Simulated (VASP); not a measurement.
Computed with optB88-vdW, VASP's PBE PAW potentials (set 64) (plane waves; VASP).

VASP ran on this input.

File KPOINTS:
```
Automatic mesh
0
Gamma
11 11 6
0 0 0
```

**INCAR**
```
! general
SYSTEM   = Lu
PREC     = Accurate
ENCUT    = 520   ! plane-wave cut-off (eV)
LREAL    = .FALSE.
LASPH    = .TRUE.

! electronic loop
EDIFF    = 1E-6   ! SCF stop (eV)
NELM     = 100   ! most electronic steps
ALGO     = Normal
LMAXMIX  = 6

! smearing
ISMEAR   = 1   ! Methfessel-Paxton
SIGMA    = 0.1

! functional
GGA      = BO
LUSE_VDW = .TRUE.
AGGAC    = 0.0
PARAM1   = 0.1833333333
PARAM2   = 0.22

! ions
IBRION   = 2
NSW      = 60
ISIF     = 3
EDIFFG   = -0.01   ! ionic stop

! output
LWAVE    = .FALSE.
LCHARG   = .FALSE.
```

### POSCAR
```
Lu
1
    1.7500000000    -3.0310890000     0.0000000000
    1.7500000000     3.0310890000     0.0000000000
    0.0000000000     0.0000000000     5.5500000000
Lu
2
Direct
  0.3333330000   0.6666670000   0.2500000000
  0.6666670000   0.3333330000   0.7500000000
```

POTCAR, in this order: Lu_3 (PBE.64 set). Program: vasp_std.

Output

File OUTCAR:
```
 ion  position               nearest neighbor table
   1  0.333  0.667  0.250-   2 3.43   2 3.43   2 3.43   2 3.43   2 3.43   2 3.43
   2  0.667  0.333  0.750-   1 3.43   1 3.43   1 3.43   1 3.43   1 3.43   1 3.43
  LATTYP: Found a hexagonal cell.
 ALAT       =     3.5000000751
 C/A-ratio  =     1.5857142517
 Subroutine PRICEL returns:
 Original cell was already a primitive cell.
 Subroutine GETGRP returns: Found 24 space group operations
The static configuration has the point symmetry D_3d.
 The point group associated with its full space group is D_6h.
The dynamic configuration has the point symmetry D_3d.
 Subroutine INISYM returns: Found 24 space group operations
 Subroutine IBZKPT returns following result:
 Found     64 irreducible k-points:

 Following reciprocal coordinates:
            Coordinates               Weight
  0.000000  0.000000  0.000000      1.000000
  0.090909  0.000000  0.000000      6.000000
  0.181818  0.000000  0.000000      6.000000
  0.272727  0.000000  0.000000      6.000000
  0.363636  0.000000  0.000000      6.000000
  0.454545  0.000000  0.000000      6.000000
  0.090909  0.090909  0.000000      6.000000
  0.181818  0.090909  0.000000     12.000000
  0.272727  0.090909  0.000000     12.000000
  0.363636  0.090909  0.000000     12.000000
  0.454545  0.090909  0.000000      6.000000
  0.181818  0.181818  0.000000      6.000000
  0.272727  0.181818  0.000000     12.000000
  0.363636  0.181818  0.000000     12.000000
  0.272727  0.272727  0.000000      6.000000
  0.363636  0.272727  0.000000      6.000000
  0.000000  0.000000  0.166667      2.000000
  0.090909  0.000000  0.166667     12.000000
  0.181818  0.000000  0.166667     12.000000
  0.272727  0.000000  0.166667     12.000000
  0.363636  0.000000  0.166667     12.000000
  0.454545  0.000000  0.166667     12.000000
...
```

OSZICAR:
```
       N       E                     dE             d eps       ncg     rms          rms(c)
DAV:   1     0.509829711389E+02    0.50983E+02   -0.87984E+03  2904   0.150E+03
DAV:   2    -0.102129035619E+01   -0.52004E+02   -0.50250E+02  2860   0.728E+02
DAV:   3    -0.340695008540E+01   -0.23857E+01   -0.22897E+01  3038   0.646E+01
DAV:   4    -0.352681368258E+01   -0.11986E+00   -0.11376E+00  3121   0.100E+01
DAV:   5    -0.353103617804E+01   -0.42225E-02   -0.42355E-02  2844   0.161E+00    0.244E+01
DAV:   6    -0.354530259858E+01   -0.14266E-01   -0.26771E-02  2836   0.356E+00    0.146E+01
DAV:   7    -0.356269860617E+01   -0.17396E-01   -0.54994E-02  2731   0.517E+00    0.343E-01
DAV:   8    -0.356326899193E+01   -0.57039E-03   -0.37447E-03  2750   0.990E-01    0.747E-02
DAV:   9    -0.356336509623E+01   -0.96104E-04   -0.23020E-04  2883   0.188E-01    0.319E-02
DAV:  10    -0.356337582631E+01   -0.10730E-04   -0.34180E-05  2819   0.810E-02    0.465E-02
DAV:  11    -0.356337704751E+01   -0.12212E-05   -0.33211E-06  2371   0.216E-02    0.194E-03
DAV:  12    -0.356337728464E+01   -0.23712E-06   -0.13896E-07  1402   0.825E-03
   1 F= -.35633773E+01 E0= -.35645333E+01  d E =-.356338E+01
       N       E                     dE             d eps       ncg     rms          rms(c)
DAV:   1    -0.369152456916E+01   -0.12815E+00   -0.40978E+00  1824   0.607E+01    0.242E+00
DAV:   2    -0.362262828455E+01    0.68896E-01   -0.30744E-01  2583   0.925E+00    0.106E+00
DAV:   3    -0.357776500600E+01    0.44863E-01   -0.70493E-02  2521   0.613E+00    0.379E-01
DAV:   4    -0.357678641859E+01    0.97859E-03   -0.78390E-03  2674   0.157E+00    0.261E-01
DAV:   5    -0.357686687588E+01   -0.80457E-04   -0.67509E-04  2875   0.487E-01    0.237E-02
DAV:   6    -0.357685471735E+01    0.12159E-04   -0.59265E-05  2786   0.150E-01    0.849E-03
DAV:   7    -0.357685086320E+01    0.38541E-05   -0.51181E-06  2368   0.334E-02    0.182E-03
DAV:   8    -0.357685066002E+01    0.20319E-06   -0.23434E-07  1237   0.141E-02
   2 F= -.35768507E+01 E0= -.35776822E+01  d E =-.134734E-01
       N       E                     dE             d eps       ncg     rms          rms(c)
DAV:   1    -0.357983652093E+01   -0.29857E-02   -0.88777E-02  1852   0.887E+00    0.365E-01
DAV:   2    -0.357831106886E+01    0.15255E-02   -0.67778E-03  2455   0.135E+00    0.157E-01
DAV:   3    -0.357733088090E+01    0.98019E-03   -0.15023E-03  2557   0.895E-01    0.555E-02
DAV:   4    -0.357729712533E+01    0.33756E-04   -0.19183E-04  2609   0.260E-01    0.371E-02
DAV:   5    -0.357729880563E+01   -0.16803E-05   -0.15898E-05  2857   0.744E-02    0.353E-03
DAV:   6    -0.357729865205E+01    0.15358E-06   -0.62214E-07  1152   0.221E-02
   3 F= -.35772987E+01 E0= -.35782222E+01  d E =-.139214E-01
       N       E                     dE             d eps       ncg     rms          rms(c)
DAV:   1    -0.357732817964E+01   -0.29374E-04   -0.11378E-03  1882   0.101E+00    0.423E-02
DAV:   2    -0.357730809751E+01    0.20082E-04   -0.85793E-05  2438   0.153E-01    0.180E-02
DAV:   3    -0.357729553905E+01    0.12558E-04   -0.19365E-05  2546   0.103E-01    0.622E-03
DAV:   4    -0.357729497211E+01    0.56694E-06   -0.14899E-06  1161   0.301E-02
   4 F= -.35772950E+01 E0= -.35782284E+01  d E =-.139177E-01
       N       E                     dE             d eps       ncg     rms          rms(c)
DAV:   1    -0.357941560726E+01   -0.21201E-02   -0.68569E-02  2506   0.430E+00    0.235E-01
DAV:   2    -0.357843495034E+01    0.98066E-03   -0.22868E-03  2799   0.829E-01    0.116E-01
DAV:   3    -0.357791712185E+01    0.51783E-03   -0.57419E-04  3174   0.406E-01    0.535E-02
DAV:   4    -0.357790858096E+01    0.85409E-05   -0.83644E-05  2856   0.100E-01    0.301E-02
DAV:   5    -0.357790841870E+01    0.16225E-06   -0.39643E-06  1989   0.353E-02
   5 F= -.35779084E+01 E0= -.35786896E+01  d E =-.613447E-03
       N       E                     dE             d eps       ncg     rms          rms(c)
DAV:   1    -0.357841681057E+01   -0.50823E-03   -0.20329E-02  2506   0.234E+00    0.127E-01
DAV:   2    -0.357812928002E+01    0.28753E-03   -0.67352E-04  2799   0.446E-01    0.641E-02
DAV:   3    -0.357797861243E+01    0.15067E-03   -0.16961E-04  3190   0.219E-01    0.304E-02
DAV:   4    -0.357797620114E+01    0.24113E-05   -0.23971E-05  2798   0.537E-02    0.169E-02
DAV:   5    -0.357797605705E+01    0.14409E-06   -0.86294E-07  1177   0.198E-02
   6 F= -.35779761E+01 E0= -.35786741E+01  d E =-.681085E-03
       N       E                     dE             d eps       ncg     rms          rms(c)
DAV:   1    -0.357798479896E+01   -0.85978E-05   -0.32631E-04  2506   0.298E-01    0.161E-02
DAV:   2    -0.357798020749E+01    0.45915E-05   -0.10982E-05  2602   0.577E-02    0.806E-03
DAV:   3    -0.357797753278E+01    0.26747E-05   -0.11510E-06  1020   0.283E-02    0.350E-03
DAV:   4    -0.357797751123E+01    0.21550E-07   -0.13580E-06  1318   0.239E-02
   7 F= -.35779775E+01 E0= -.35786860E+01  d E =-.682539E-03
       N       E                     dE             d eps       ncg     rms          rms(c)
DAV:   1    -0.357797907914E+01   -0.15464E-05   -0.85800E-05  2511   0.159E-01    0.883E-03
DAV:   2    -0.357797782159E+01    0.12576E-05   -0.21284E-06  1199   0.291E-02    0.472E-03
DAV:   3    -0.357797712517E+01    0.69642E-06   -0.57327E-07   902   0.260E-02
   8 F= -.35779771E+01 E0= -.35786909E+01  d E =-.682153E-03
       N       E                     dE             d eps       ncg     rms          rms(c)
DAV:   1    -0.357811379238E+01   -0.13597E-03   -0.45043E-03  1877   0.196E+00    0.806E-02
DAV:   2    -0.357804054953E+01    0.73243E-04   -0.32689E-04  2468   0.296E-01    0.349E-02
DAV:   3    -0.357799279166E+01    0.47758E-04   -0.69507E-05  2504   0.193E-01    0.129E-02
DAV:   4    -0.357799084275E+01    0.19489E-05   -0.10056E-05  2539   0.601E-02    0.844E-03
DAV:   5    -0.357799111969E+01   -0.27694E-06   -0.31902E-07   879   0.166E-02
   9 F= -.35779911E+01 E0= -.35786813E+01  d E =-.139945E-04
```

OUTCAR:
```
------------------------ aborting loop because EDIFF is reached ----------------------------------------
  FORCE on cell =-STRESS in cart. coord.  units (eV):
  Direction    XX          YY          ZZ          XY          YZ          ZX
  --------------------------------------------------------------------------------------
  Total        0.0055215      0.0055215      0.0018188      0.0000000     -0.0000000      0.0000000
  in kB        0.1558152      0.1558152      0.0513253      0.0000000     -0.0000000      0.0000000
  external PRESSURE =       0.1209852 kB  Pullay stress =       0.0000000 kB
  volume of cell :       56.78
      direct lattice vectors                 reciprocal lattice vectors
     1.740463774 -3.014571770 -0.000000000     0.287279751 -0.165861037  0.000000000
     1.740463774  3.014571770 -0.000000000     0.287279751  0.165861037  0.000000000
    -0.000000000  0.000000000  5.410513874     0.000000000 -0.000000000  0.184825328
 POSITION                                       TOTAL-FORCE (eV/Angst)
 -----------------------------------------------------------------------------------
      1.74046      1.00486      1.35263        -0.000000      0.000000      0.000000
      1.74046     -1.00486      4.05789         0.000000     -0.000000      0.000000
 -----------------------------------------------------------------------------------
    total drift:                                0.000001      0.000069     -0.000012
  FREE ENERGIE OF THE ION-ELECTRON SYSTEM (eV)
  ---------------------------------------------------
  free  energy   TOTEN  =        -3.5779911197 eV

  energy  without entropy=       -3.5800616829  energy(sigma->0) =       -3.57868131

 reached required accuracy - stopping structural energy minimisation
```
(Selected blocks of OUTCAR.)

CONTCAR:
```
Lu
   1.00000000000000
     1.7404637737372148   -3.0145717701654067   -0.0000000000000000
     1.7404637737372148    3.0145717701654067   -0.0000000000000000
    -0.0000000000000000    0.0000000000000000    5.4105138738214444
  Lu
     2
Direct
     0.3333330000000032    0.6666669999999968    0.2500000000000000
     0.6666669999999968    0.3333330000000032    0.7500000000000000
```

### OUTCAR
```
 val. band max:        2.8444631748   @ k =   0.1818   0.0909   0.0000

 cond. band min:       2.8684210656   @ k =   0.4545   0.0000   0.3333


 Fermi energy:         2.8633125540

 k-point     1 :       0.0000    0.0000    0.0000
  band No.  band energies     occupation
      1     -24.2053      2.00000
      2     -23.7412      2.00000
      3     -23.7412      2.00000
      4     -23.6464      2.00000
      5     -23.6464      2.00000
      6     -23.5999      2.00000
      7      -3.2414      2.00000
      8       0.4061      2.00000
      9       3.7628     -0.00000
     10       5.0051      0.00000
     11       5.0051      0.00000
     12       5.4996      0.00000
     13       5.7740      0.00000

 k-point     2 :       0.0909    0.0000    0.0000
  band No.  band energies     occupation
      1     -24.1907      2.00000
      2     -23.7693      2.00000
      3     -23.7511      2.00000
      4     -23.6764      2.00000
      5     -23.6500      2.00000
      6     -23.6072      2.00000
      7      -3.0385      2.00000
      8       0.6094      2.00000
      9       3.5868     -0.00000
     10       4.5268     -0.00000
     11       5.1964      0.00000
     12       5.5054      0.00000
     13       5.8458      0.00000

 k-point     3 :       0.1818    0.0000    0.0000
  band No.  band energies     occupation
      1     -24.1494      2.00000
      2     -23.8451      2.00000
      3     -23.7766      2.00000
      4     -23.7547      2.00000
      5     -23.6604      2.00000
      6     -23.6291      2.00000
      7      -2.4571      2.00000
      8       1.1531      2.00000
      9       3.1532     -0.00033
     10       3.7972     -0.00000
     11       4.9471      0.00000
     12       5.4836      0.00000
     13       5.6300      0.00000

 k-point     4 :       0.2727    0.0000    0.0000
  band No.  band energies     occupation
      1     -24.0882      2.00000
      2     -23.9450      2.00000
      3     -23.8528      2.00000
...
```

Energy and stress use the plane-wave basis of the starting cell.

The compound is Lu in the hcp structure. This run relaxes it. Symmetry was kept, so distortions that lower it aren't found.
